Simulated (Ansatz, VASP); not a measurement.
Two plane-wave programs on ScGa3As2

```
Sc Ga As
1.0
     4.08537    0.00000    0.00000
     0.00000    4.08537    0.00000
     0.00000    0.00000    6.88003
Sc Ga As
1 3 2
Direct
  0.00000 0.00000 0.00000
  0.00000 0.50000 0.32001
  0.50000 0.00000 0.67999
  0.50000 0.50000 0.00000
  0.00000 0.50000 0.69653
  0.50000 0.00000 0.30347
```

Change from the starting cell: species swapped into the Ti2CuSb3 type (P-4m2, No. 115).

Alike in both runs: functional PBE; k mesh 4 × 4 × 4; occupations gaussian, width 0.1 eV; no spin polarisation.

Ansatz relaxed the structure, and its values are those at the end. VASP's run is a single point on that final structure, the one shown.

|  | VASP | Ansatz |
| --- | --- | --- |
| version | VASP 6.6.1 | Ansatz 0.2.0 |
| potentials or method | VASP PAW PBE potentials, release 64 (Sc_sv, Ga_d, As) | scalar-relativistic, plane waves, PAW |
| plane-wave cutoff (eV) | 520 | 420 |
| valence electrons in the cell | 60 | 80 |

Ansatz gave:

```
gap on the k mesh at the Fermi level (eV) : none
pressure (GPa)                            : 0.1
rms of the force components (eV/Å)        : 0.011
```

Problem. Estimate VASP's values.

Solution. gap on the k mesh at the Fermi level (eV): none; pressure (GPa): 0.2; rms of the force components (eV/Å): 0.010.

A gap of «none» marks a metal or a gap that the smearing closes. The two sets of potentials don't hold the same shells in valence.

Caveats: the k mesh is coarse (spacing up to 0.38 Å⁻¹), so the values aren't converged.
